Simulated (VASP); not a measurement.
# How strain moves the gap of PbSe (Clausthalite), part 3 of 5

How do the gap and the pressure of PbSe (Clausthalite) answer to a change of volume or shape? All runs use r2SCAN. Left out of this account: at least 1 further run (fields: a reference on another mesh). The start is a cell from a database of measured crystal structures.

VASP 6.6.1; r2SCAN; plane waves and PAW (Pb_d, Se).

Still holding for the runs below: Spin-orbit coupling is off here; it can split and shift levels that hold much weight on Pb by tenths of an eV or more.

So far, least gap on mesh and path (eV): step 2 (bands, cell as listed) 0.579; step 3 (cell volume +4.0 %) 0.707.

### Step 4. Bands, volume times 1.08

The cell is expanded evenly, with fractional positions held.

INCAR

```
SYSTEM = PbSe
PREC = Accurate
ENCUT = 400
EDIFF = 1E-06
NELM = 100
ISMEAR = -1
SIGMA = 0.05
LREAL = .FALSE.
ALGO = Normal
METAGGA = R2SCAN
LASPH = .TRUE.
NBANDS = 22
LORBIT = 11
LWAVE = .FALSE.
LCHARG = .FALSE.
KPAR = 2
```

POSCAR

```
PbSe
1.0
    0.0000000000      3.1401827287      3.1401827287
    3.1401827287      0.0000000000      3.1401827287
    3.1401827287      3.1401827287      0.0000000000
Pb Se
1 1
Direct
    0.0000000000      0.0000000000      0.0000000000
    0.5000000000      0.5000000000      0.5000000000
```

KPOINTS

```
Automatic mesh
0
Gamma
7 7 7
0 0 0
```

KPOINTS_OPT

```
Line mode
16
Line-mode
Reciprocal
  0.00000000   0.00000000   0.00000000 GAMMA
  0.50000000   0.00000000   0.50000000 X

  0.50000000   0.00000000   0.50000000 X
  0.50000000   0.25000000   0.75000000 W

  0.50000000   0.25000000   0.75000000 W
  0.37500000   0.37500000   0.75000000 K

  0.37500000   0.37500000   0.75000000 K
  0.00000000   0.00000000   0.00000000 GAMMA

  0.00000000   0.00000000   0.00000000 GAMMA
  0.50000000   0.50000000   0.50000000 L

  0.50000000   0.50000000   0.50000000 L
  0.62500000   0.25000000   0.62500000 U

  0.62500000   0.25000000   0.62500000 U
  0.50000000   0.25000000   0.75000000 W

  0.50000000   0.25000000   0.75000000 W
  0.50000000   0.50000000   0.50000000 L

  0.50000000   0.50000000   0.50000000 L
  0.37500000   0.37500000   0.75000000 K

  0.62500000   0.25000000   0.62500000 U
  0.50000000   0.00000000   0.50000000 X
```

The projector-augmented-wave data sets are Pb_d and Se (PBE family, release 64).

Command:

```sh
> mpirun -np 2 vasp_std
```

The log of the run:

```text
[... set-up lines as in an earlier step ...]
 entering main loop
       N       E                     dE             d eps       ncg     rms          rms(c)
DAV:   1     0.944549242669E+02    0.94455E+02   -0.79933E+03   888   0.766E+02
DAV:   2    -0.638658764375E+02   -0.15832E+03   -0.14896E+03   940   0.247E+02
DAV:   3    -0.763857681822E+02   -0.12520E+02   -0.12417E+02  1068   0.760E+01
DAV:   4    -0.767036997568E+02   -0.31793E+00   -0.31774E+00  1042   0.128E+01
DAV:   5    -0.767160179736E+02   -0.12318E-01   -0.12317E-01  1274   0.251E+00    0.286E+00
DAV:   6    -0.719088428591E+02    0.48072E+01   -0.16798E+00  1030   0.179E+01    0.203E+00
DAV:   7    -0.718995317624E+02    0.93111E-02   -0.24294E-01  1030   0.321E+00    0.110E+00
DAV:   8    -0.719120673686E+02   -0.12536E-01   -0.14003E-02  1062   0.111E+00    0.561E-01
DAV:   9    -0.719171690480E+02   -0.51017E-02   -0.96809E-03   970   0.869E-01    0.205E-01
DAV:  10    -0.719169764974E+02    0.19255E-03   -0.31545E-04  1212   0.186E-01    0.116E-01
DAV:  11    -0.719170689144E+02   -0.92417E-04   -0.10339E-03  1214   0.323E-01    0.660E-02
DAV:  12    -0.719169940821E+02    0.74832E-04   -0.19527E-04  1202   0.150E-01    0.122E-02
DAV:  13    -0.719169942244E+02   -0.14227E-06   -0.13918E-05  1240   0.320E-02    0.424E-03
DAV:  14    -0.719169941265E+02    0.97876E-07   -0.18797E-07   602   0.271E-03
   1 F= -.71916994E+02 E0= -.71916994E+02  d E =-.443378E-06
 Start KPOINTS_OPT (optional k-point list driver)
k-point batch [1-20\160]
       N       E                     dE             ncg
DAV:   1     0.526059002742E+03   -0.69064E+04      880
DAV:   2    -0.273950851227E+04   -0.32656E+04      960
DAV:   3    -0.297568250771E+04   -0.23617E+03     1034
DAV:   4    -0.298132348607E+04   -0.56410E+01     1082
DAV:   5    -0.298154286979E+04   -0.21938E+00     1170
DAV:   6    -0.298155344379E+04   -0.10574E-01     1238
DAV:   7    -0.298155353135E+04   -0.87559E-04     1174
DAV:   8    -0.298155353265E+04   -0.13027E-05      962
DAV:   9    -0.298155353286E+04   -0.20800E-06      770
[...]
k-point batch [141-160\160]
       N       E                     dE             ncg
DAV:   1     0.257516184668E+03   -0.11345E+05      900
DAV:   2    -0.280772451779E+04   -0.30652E+04      944
DAV:   3    -0.304945238537E+04   -0.24173E+03     1074
DAV:   4    -0.305586731567E+04   -0.64149E+01     1034
DAV:   5    -0.305611896545E+04   -0.25165E+00     1226
DAV:   6    -0.305612794332E+04   -0.89779E-02     1178
DAV:   7    -0.305612801852E+04   -0.75199E-04     1242
DAV:   8    -0.305612801962E+04   -0.11006E-05      914
DAV:   9    -0.305612801979E+04   -0.16771E-06      764
```

The job ended after 3.2 min (2 MPI ranks of Intel Xeon Platinum 8259CL at 2.50GHz (Skylake/Cascade Lake), shared host; peak memory 0.32 GiB; 6.4 min of CPU time).

From OUTCAR (step 4):

```text
  LATTYP: Found a face centered cubic cell.
 ALAT       =     6.2803654574

The static configuration has the point symmetry O_h .

 Found     20 irreducible k-points:

   ENCUT  =  400.0 eV  29.40 Ry    5.42 a.u.   7.24  7.24  7.24*2*pi/ulx,y,z

   NELECT =      20.0000    total number of electrons

 E-fermi :   4.3742

 k-point     1 :       0.0000    0.0000    0.0000
  band No.  band energies     occupation
    ...
      6      -9.5139      2.00000
      7      -2.4973      2.00000
      8       2.3183      2.00000
      9       2.3183      2.00000
     10       2.3183      2.00000
     11       8.8471      0.00000
     12       8.8472      0.00000
     13       8.8472      0.00000
     14      11.1074      0.00000
     15      11.1074      0.00000
    ...

 k-point     2 :       0.1429    0.0000    0.0000
  band No.  band energies     occupation
    ...
      6      -9.3761      2.00000
      7      -2.9231      2.00000
      8       2.3680      2.00000
      9       2.3680      2.00000
     10       2.6147      2.00000
     11       7.6630      0.00000
     12       8.0992      0.00000
     13       8.0992      0.00000
     14      10.8690      0.00000
     15      11.5266      0.00000
    ...

  Total       -0.9010968     -0.9010968     -0.9010968      0.0000000      0.0000000     -0.0000000
  in kB      -23.3124142    -23.3124142    -23.3124142      0.0000000      0.0000000     -0.0000000
  external PRESSURE =     -23.3124142 kB  Pullay stress =       0.0000000 kB

  energy-cutoff  :      400.00
  volume of cell :       61.93
      direct lattice vectors                 reciprocal lattice vectors
     0.000000000  3.140182729  3.140182729    -0.159226403  0.159226403  0.159226403
     3.140182729  0.000000000  3.140182729     0.159226403 -0.159226403  0.159226403
     3.140182729  3.140182729  0.000000000     0.159226403  0.159226403 -0.159226403

 POSITION                                       TOTAL-FORCE (eV/Angst)
 -----------------------------------------------------------------------------------
      0.00000      0.00000      0.00000        -0.000000      0.000000      0.000000
      3.14018      3.14018      3.14018         0.000000     -0.000000     -0.000000
 -----------------------------------------------------------------------------------
    total drift:                               -0.000000      0.000000      0.000000

  FREE ENERGIE OF THE ION-ELECTRON SYSTEM (eV)
  ---------------------------------------------------
  free  energy   TOTEN  =       -71.9169941265 eV

  energy  without entropy=      -71.9169936831  energy(sigma->0) =      -71.91699390

 total charge
# of ion       s       p       d       tot
------------------------------------------
    1        1.476   0.475   9.829  11.780
    2        1.459   2.371   0.013   3.842
--------------------------------------------------
tot          2.935   2.846   9.841  15.623

[... 4 parts as in an earlier step ...]

[... 6 further parts left out ...]
```

This step gave:

```
free energy (TOTEN)               : -71.9170 eV
Fermi energy                      : 4.374 eV
pressure                          : -2.331 GPa
least gap on mesh and path        : 0.8166 eV
least direct gap on mesh and path : 0.8166 eV
```

The electronic bands at the labelled points (eV, zero at the valence-band top; v1 is the highest filled band, c1 the lowest empty one):

```
          point     v4     v3     v2     v1    c1    c2    c3    c4
              Γ  -6.43  -1.61  -1.61  -1.61  4.92  4.92  4.92  7.18
0.53 of the way  -7.40  -2.33  -2.33  -1.66  2.93  5.05  5.05  5.13
              X  -7.37  -4.45  -2.84  -2.84  4.39  5.75  5.75  6.19
0.47 of the way  -7.63  -4.28  -3.11  -2.05  4.23  4.65  5.94  6.29
              W  -7.91  -3.75  -3.75  -0.67  2.28  5.29  5.29  8.11
0.47 of the way  -7.91  -3.98  -3.24  -1.13  2.78  4.85  5.55  7.06
              K  -7.92  -4.07  -2.37  -2.09  3.70  4.25  5.66  6.36
0.47 of the way  -7.82  -2.63  -1.16  -0.34  1.61  2.49  4.59  7.71
              Γ  -6.43  -1.61  -1.61  -1.61  4.92  4.92  4.92  7.18
0.47 of the way  -7.41  -1.48  -1.48  -0.95  2.69  3.41  3.41  7.05
              L  -8.59  -1.25  -1.25   0.00  0.82  2.13  2.13  9.03
0.47 of the way  -8.39  -2.65  -1.69  -1.06  2.06  2.86  3.96  8.11
              U  -7.92  -4.07  -2.37  -2.09  3.70  4.25  5.66  6.36
0.53 of the way  -7.91  -3.98  -3.24  -1.13  2.78  4.85  5.55  7.06
              W  -7.91  -3.75  -3.75  -0.67  2.28  5.29  5.29  8.11
0.47 of the way  -8.26  -2.95  -2.65  -0.70  1.89  3.90  4.47  8.10
              L  -8.59  -1.25  -1.25   0.00  0.82  2.13  2.13  9.03
0.53 of the way  -8.33  -2.91  -1.79  -1.23  2.30  3.04  4.29  7.88
              K  -7.92  -4.07  -2.37  -2.09  3.70  4.25  5.66  6.36
      jump to U  -7.92  -4.07  -2.37  -2.09  3.70  4.25  5.66  6.36
0.53 of the way  -7.53  -4.37  -2.74  -2.66  4.44  5.32  5.60  6.06
              X  -7.37  -4.45  -2.84  -2.84  4.39  5.75  5.75  6.19
```

Of the projections kept (Pb, Se), the largest for each band there, as a share of the weight inside these atoms' spheres; weight between the spheres isn't counted:

```
point       v4       v3       v2       v1       c1       c2       c3       c4
    Γ  Pb 0.72  Se 0.87  Se 0.87  Se 0.87  Pb 0.84  Pb 0.84  Pb 0.84  Se 0.53
    X  Pb 0.94  Se 0.67  Se 0.76  Se 0.76  Pb 0.55  Pb 0.62  Pb 0.62  Se 0.63
    W  Pb 0.96  Se 0.70  Se 0.70  Se 0.84  Pb 0.88  Se 0.64  Se 0.64  Pb 0.77
    K  Pb 0.95  Se 0.69  Se 0.79  Se 0.65  Pb 0.50  Pb 0.66  Se 0.63  Pb 0.74
    Γ  Pb 0.72  Se 0.87  Se 0.87  Se 0.87  Pb 0.84  Pb 0.84  Pb 0.84  Se 0.53
    L  Pb 0.91  Se 0.95  Se 0.95  Se 0.65  Pb 0.72  Pb 0.93  Pb 0.93  Se 0.73
```

The electronic bands as a text plot (rows in eV, shown from -8.0 to 6.8 only):

```
    6.5 | +             +                     +++            +
    5.9 |  ++   +++++   +                      ++             +++
    5.3 |    +++  +  +++ ++                   +  +++        ++ +
    4.7 |++++ +++++++  ++  +++++++++         +  +   +         +++
    4.0 |                +      +   +       + ++     +     + ++
    3.4 | +   +     +   +++    +     ++      +++     ++   + ++
    2.8 |  + +         +  +++ ++     + +   +++  +     ++ ++++
    2.2 |   +        ++    + ++       + +++++    ++++  +++ +
    1.6 |                   ++         +   +         ++   +
    1.0 |                               +++            +++
    0.3 |
   -0.3 |                    *         *****           ***
   -0.9 | ***        ***   *****     **     *    ******   *
   -1.5 |**  *      *   ***** ****************  *      ******
   -2.1 |  ****    *     **   **           * ***     **   * ***
   -2.8 |     ******    *    *              *   *    *     *  ***
   -3.4 |      *    ****   **                *   * **       *
   -4.0 |       *   *******                   *****          **
   -4.6 |        ***                                           **
   -5.2 |
   -5.8 |
   -6.5 |**                     ****
   -7.1 |  **    *             *    **
   -7.7 |    **** *******    **       *        *****         ****
         Γ       X    W  K        Γ      L     U  W     L   K|U X
```

The gap is 0.82 eV, direct at L. That is +0.24 eV from the cell as listed. The pressure is -2.33 GPa.

### Step 5. Bands, sheared, principal strains -1.6, -0.4, +2.0 %

The first cell is sheared at its own volume, which lowers its symmetry.

INCAR is that of step 4.

POSCAR

```
PbSe
1.0
    0.0133600000      3.0477060000      2.9932270000
    3.0574300000     -0.0446390000      3.0512260000
    3.0498920000      3.0981660000     -0.0371010000
Pb Se
1 1
Direct
    0.0000000000      0.0000000000      0.0000000000
    0.5000000000      0.5000000000      0.5000000000
```

KPOINTS is that of step 4.

KPOINTS_OPT

```
Line mode
16
Line-mode
Reciprocal
  0.00000000   0.50000000   0.00000000 X
  0.00000000   0.00000000   0.00000000 GAMMA

  0.00000000   0.00000000   0.00000000 GAMMA
  0.00000000   0.00000000   0.50000000 Y

  0.00000000   0.50000000   0.50000000 L
  0.00000000   0.00000000   0.00000000 GAMMA

  0.00000000   0.00000000   0.00000000 GAMMA
  0.50000000   0.00000000   0.00000000 Z

  0.50000000   0.50000000   0.00000000 N
  0.00000000   0.00000000   0.00000000 GAMMA

  0.00000000   0.00000000   0.00000000 GAMMA
  0.50000000   0.00000000   0.50000000 M

  0.50000000   0.50000000   0.50000000 R
  0.00000000   0.00000000   0.00000000 GAMMA
```

Command:

```sh
> mpirun -np 2 vasp_std
```

The log of the run:

```text
[... set-up lines as in an earlier step ...]
 entering main loop
       N       E                     dE             d eps       ncg     rms          rms(c)
DAV:   1     0.943031151805E+02    0.94303E+02   -0.79649E+03  7620   0.782E+02
DAV:   2    -0.641648778022E+02   -0.15847E+03   -0.14933E+03  8076   0.253E+02
DAV:   3    -0.763499831393E+02   -0.12185E+02   -0.12086E+02  9436   0.759E+01
DAV:   4    -0.766477379530E+02   -0.29775E+00   -0.29758E+00  9086   0.123E+01
DAV:   5    -0.766588413728E+02   -0.11103E-01   -0.11103E-01 10784   0.239E+00    0.302E+00
DAV:   6    -0.719243678626E+02    0.47345E+01   -0.15602E+00  9262   0.181E+01    0.213E+00
DAV:   7    -0.719095524760E+02    0.14815E-01   -0.21733E-01  8750   0.314E+00    0.117E+00
DAV:   8    -0.719195370961E+02   -0.99846E-02   -0.13209E-02  9424   0.109E+00    0.589E-01
DAV:   9    -0.719235538552E+02   -0.40168E-02   -0.70032E-03  8366   0.766E-01    0.191E-01
DAV:  10    -0.719234094086E+02    0.14445E-03   -0.20287E-04 10526   0.148E-01    0.121E-01
DAV:  11    -0.719234239764E+02   -0.14568E-04   -0.75122E-04 10456   0.298E-01    0.430E-02
DAV:  12    -0.719233872665E+02    0.36710E-04   -0.96674E-05 10420   0.113E-01    0.115E-02
DAV:  13    -0.719233876029E+02   -0.33633E-06   -0.85814E-06 10616   0.285E-02
   1 F= -.71923388E+02 E0= -.71923386E+02  d E =-.344791E-05
 Start KPOINTS_OPT (optional k-point list driver)
k-point batch [1-112\112]
       N       E                     dE             ncg
DAV:   1     0.761687004341E+04   -0.24298E+05     4988
DAV:   2    -0.106799971746E+05   -0.18297E+05     5396
DAV:   3    -0.120482431741E+05   -0.13682E+04     5912
DAV:   4    -0.120809955114E+05   -0.32752E+02     5852
DAV:   5    -0.120822700674E+05   -0.12746E+01     6948
DAV:   6    -0.120823232909E+05   -0.53224E-01     6636
DAV:   7    -0.120823239623E+05   -0.67145E-03     7068
DAV:   8    -0.120823239703E+05   -0.79496E-05     4532
DAV:   9    -0.120823239713E+05   -0.96712E-06     4264
```

Run time: 4.6 min. Hardware: 2 MPI ranks; peak memory 0.64 GiB.

Parts of OUTCAR (step 5):

```text
   k-points           NKPTS =    172   k-points in BZ     NKDIM =    172   number of bands    NBANDS=     22

   ENCUT  =  400.0 eV  29.40 Ry    5.42 a.u.   6.97  7.04  7.09*2*pi/ulx,y,z

   NELECT =      20.0000    total number of electrons

 E-fermi :   5.2271

 k-point     1 :       0.0000    0.0000    0.0000
  band No.  band energies     occupation
    ...
      6      -9.2328      2.00000
      7      -1.4391      2.00000
      8       2.7572      2.00000
      9       2.8481      2.00000
     10       3.0595      2.00000
     11       9.7009      0.00000
     12      10.0590      0.00000
     13      10.1268      0.00000
     14      11.6537      0.00000
     15      11.9007      0.00000
    ...

  Total        0.7264745      0.0282712      0.8348807     -0.0091746      0.1976805     -0.0436092
  in kB       20.2983169      0.7899204     23.3272797     -0.2563470      5.5233605     -1.2184771
  external PRESSURE =      14.8051723 kB  Pullay stress =       0.0000000 kB

 POSITION                                       TOTAL-FORCE (eV/Angst)
 -----------------------------------------------------------------------------------
      0.00000      0.00000      0.00000         0.000000     -0.000000     -0.000000
      3.06034      3.05062      3.00368         0.000000      0.000000      0.000000
 -----------------------------------------------------------------------------------
    total drift:                               -0.000000      0.000000      0.000000

  FREE ENERGIE OF THE ION-ELECTRON SYSTEM (eV)
  ---------------------------------------------------
  free  energy   TOTEN  =       -71.9233876029 eV

  energy  without entropy=      -71.9233841549  energy(sigma->0) =      -71.92338588

[... 1 part as in an earlier step ...]

[... 14 further parts left out ...]
```

The path and its labels are those of the sheared lattice, so a letter need not mean the same point as in the unstrained cell.

This step gave:

| Property | Result |
| --- | --- |
| SCF cycles | 13 |
| irreducible k-points | 172 |
| symmetry operations | 2 |
| free energy (TOTEN) | -71.9234 eV |
| Fermi energy | 5.227 eV |
| pressure | 1.481 GPa |
| least gap on mesh and path | 0.3783 eV |
| least direct gap on mesh and path | 0.5409 eV |
| valence top at k | 0, 0.5, 0 |
| conduction bottom at k | 0.5, 0, 0 |

The electronic bands at the labelled points (eV, zero at the valence-band top; v1 is the highest filled band, c1 the lowest empty one):

```
          point     v4     v3     v2     v1    c1    c2    c3    c4
              X  -9.22  -1.68  -1.61   0.00  0.58  1.87  1.99  8.96
0.53 of the way  -7.75  -1.99  -1.85  -1.26  2.58  3.21  3.39  6.82
              Γ  -6.45  -2.25  -2.16  -1.95  4.69  5.05  5.12  6.65
0.47 of the way  -7.74  -2.02  -1.84  -1.25  2.57  3.20  3.36  6.81
              Y  -9.20  -1.69  -1.63  -0.03  0.55  1.86  1.94  8.96
      jump to L  -7.67  -5.25  -3.67  -3.31  3.93  5.66  6.10  6.45
0.47 of the way  -7.72  -3.08  -2.74  -2.04  2.86  4.70  4.82  5.23
              Γ  -6.45  -2.25  -2.16  -1.95  4.69  5.05  5.12  6.65
0.53 of the way  -7.93  -2.03  -1.94  -1.07  2.05  2.82  2.96  6.94
              Z  -9.09  -1.79  -1.71  -0.17  0.38  1.66  1.79  9.04
      jump to N  -7.67  -5.26  -3.58  -3.41  3.91  5.62  6.06  6.51
0.47 of the way  -7.74  -2.99  -2.83  -2.01  2.86  4.68  4.82  5.19
              Γ  -6.45  -2.25  -2.16  -1.95  4.69  5.05  5.12  6.65
0.53 of the way  -7.60  -2.96  -2.89  -2.20  2.80  4.73  5.17  5.21
              M  -7.58  -5.22  -3.50  -3.42  3.98  5.88  5.95  6.32
      jump to R  -9.12  -1.78  -1.68  -0.13  0.42  1.70  1.86  9.02
0.47 of the way  -7.95  -2.02  -1.90  -1.07  2.07  2.85  3.00  6.95
              Γ  -6.45  -2.25  -2.16  -1.95  4.69  5.05  5.12  6.65
```

Of the projections kept (Pb, Se), the largest for each band there, as a share of the weight inside these atoms' spheres; weight between the spheres isn't counted:

```
point       v4       v3       v2       v1       c1       c2       c3       c4
    X  Pb 0.88  Se 0.95  Se 0.95  Se 0.61  Pb 0.69  Pb 0.91  Pb 0.91  Se 0.71
    Γ  Pb 0.69  Se 0.85  Se 0.86  Se 0.88  Pb 0.86  Pb 0.84  Pb 0.83  Se 0.53
    Y  Pb 0.88  Se 0.94  Se 0.95  Se 0.61  Pb 0.70  Pb 0.91  Pb 0.91  Se 0.71
    L  Pb 0.93  Se 0.66  Se 0.74  Se 0.76  Pb 0.55  Pb 0.62  Pb 0.60  Se 0.65
    Γ  Pb 0.69  Se 0.85  Se 0.86  Se 0.88  Pb 0.86  Pb 0.84  Pb 0.83  Se 0.53
    Z  Pb 0.89  Se 0.94  Se 0.94  Se 0.61  Pb 0.71  Pb 0.91  Pb 0.91  Se 0.73
```

The electronic bands as a text plot (rows in eV, shown from -8.0 to 6.4 only):

```
    6.1 |               ++    +         ++    +   +    +++
    5.5 |               ++++ +          ++++++     ++++++
    4.9 |      +++        ++++++++        ++++++++++++          +
    4.3 |     ++ ++      +++ +++ ++       ++  ++ +    +++      +
    3.7 |    ++   ++    +  +      ++    ++ +             +    +
    3.1 |   ++     ++              ++       +     +  +       ++
    2.5 | +++       ++      +++      +        +            +++
    1.9 |++           ++            + ++     +     ++     +++
    1.3 | ++         ++              +                     +
    0.7 |+             +              ++                  +
    0.1 |*             *
   -0.5 | **         **              ***                  **
   -1.1 |   *       *        **    **        **    **       **
   -1.7 |***************    *  *********       ****       *******
   -2.3 |    *******        *********       ******** *       ****
   -2.9 |                *****            ****      ***
   -3.5 |               ****            ***           ****
   -4.1 |                                 *
   -4.7 |                *               *             **
   -5.3 |               *               *                *
   -5.9 |
   -6.5 |      ***             ***             ****            **
   -7.1 |     *   *          **   **          *    **         *
   -7.7 |    *     *    *****       *   ******       *****   *
         X      Γ     Y|L       Γ      Z|N      Γ       M|R     Γ
```

The gap is 0.38 eV, indirect. That is -0.20 eV from the cell as listed. The pressure is 1.48 GPa, and the symmetry operations fall from 48 to 2.

(Part 3 of 5 ends here.)

[Lines on the potential files, build, host, timing and source positions are cut from VASP's logs without a mark.]

[Logs are printed without paths, hosts, clocks, repeated set-up lines and the standing remarks that a program may print on its own settings, such as how far it seeks lower states.]

[Hosts, paths, dates, database ids (printed as entryN), source tags and the programs' standing remarks are cut or masked in the printed files.]

[A measured line is paired with the nearest computed mode of its activity, which favours agreement.]

[In band tables of VASP the shares of atoms and orbitals are scaled to a sum of 1 inside the atoms' spheres.]
